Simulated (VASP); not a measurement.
Wanted: the native input for a VASP 6.6.1 run.

```
Task                   : single point
Functional             : PBE
Potentials or basis    : VASP PAW PBE potentials, release 64 (Na_pv, Y_sv, N)
Cutoff                 : 520 eV
k mesh                 : 4 × 4 × 4
Occupations            : gaussian, width 0.1 eV
Spin                   : no spin polarisation
Dipole correction      : no
Further INCAR settings : ALGO = Fast; EDIFF = 1e-06; NBANDS = 43
```

The structure of Na4Y3N lies in POSCAR:

```
Na4Y3N
1.0
    5.0955465900      0.0000000000      0.0000000000
    0.0000000000      5.0955465900      0.0000000000
    0.0000000000      0.0000000000      5.0955465900
Na Y N
4 3 1
Direct
    0.5000000000      0.0000000000      0.0000000000
    0.5000000000      0.5000000000      0.5000000000
    0.0000000000      0.0000000000      0.5000000000
    0.0000000000      0.5000000000      0.0000000000
    0.0000000000      0.5000000000      0.5000000000
    0.5000000000      0.0000000000      0.5000000000
    0.5000000000      0.5000000000      0.0000000000
    0.0000000000      0.0000000000      0.0000000000
```

The cell was built by a generator and needn't be a form met in nature.

The cell isn't the ideal one: species swapped into the LiMg3O4 type (Pm-3m, No. 221).

The input as run:

INCAR

```
SYSTEM = Na4Y3N
ALGO = Fast ; EDIFF = 1E-6
ENCUT = 520 ; GGA = PE
ISIF = 2 ; ISMEAR = 0
LASPH = .TRUE. ; LCHARG = .FALSE.
LREAL = .FALSE. ; LWAVE = .FALSE.
NBANDS = 43 ; NELM = 80
PREC = Accurate ; SIGMA = 0.1
```

KPOINTS

```
k-points
0
G
  4 4 4
  0 0 0
```

Potentials or basis: VASP PAW PBE potentials, release 64 (Na_pv, Y_sv, N).

Launch:

```sh
$ cat potpaw_PBE.64/Na_pv/POTCAR potpaw_PBE.64/Y_sv/POTCAR potpaw_PBE.64/N/POTCAR > POTCAR
$ mpirun -np 1 vasp_std > vasp.out
```

Results of the run:

```
Pressure               : 32.2 GPa
Band gap on the k mesh : none (metal or under the smearing width)
```

Caveat: a pressure of tens of GPa on the cell as given is suspect, and the run, the potentials or the cell itself is likely at fault.

It took 2 min on 1 thread of Intel(R) Xeon(R) Platinum 8559C (Emerald Rapids), with other jobs on the host, peak memory 0.28 GiB.
